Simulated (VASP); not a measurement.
## TiO (relaxed from the zinc blende structure, space group F-43m): computed properties

These are r2SCAN meta-GGA, VASP's PBE PAW potentials (set 64) (plane waves; VASP) values and carry that method's errors.

| Quantity | Result |
|---|---|
| space group | F-43m (216) |
| cell | a = b = c = 4.618 Å, α = β = γ = 90.00° |
| volume per atom | 12.31 Å^3/atom |
| band gap (over mesh and band path) | none (metal, semimetal or under 0.01 eV) |
| density | 4.31 g/cm³ |

```cif
data_O4Ti4
_chemical_formula_sum 'Ti4 O4'
_space_group_name_H-M_alt 'F-43m'
_space_group_IT_number 216
_space_group_name_Hall 'F -4 2 3'
_cell_length_a 4.61806
_cell_length_b 4.61806
_cell_length_c 4.61806
_cell_angle_alpha 90.000
_cell_angle_beta 90.000
_cell_angle_gamma 90.000
loop_
_atom_site_label
_atom_site_type_symbol
_atom_site_symmetry_multiplicity
_atom_site_Wyckoff_symbol
_atom_site_fract_x
_atom_site_fract_y
_atom_site_fract_z
_atom_site_occupancy
Ti1 Ti 4 a 0.00000 0.00000 0.00000 1
O1 O 4 d 0.75000 0.75000 0.75000 1
```
(The calculation used a cell of 2 atoms; values per cell refer to that cell.)

The structure was generated: TiO was put into the zinc blende type (F-43m), which need not be its known phase. It was relaxed first, which changed the volume by -31 %. Symmetry was kept, so distortions that lower it aren't found.
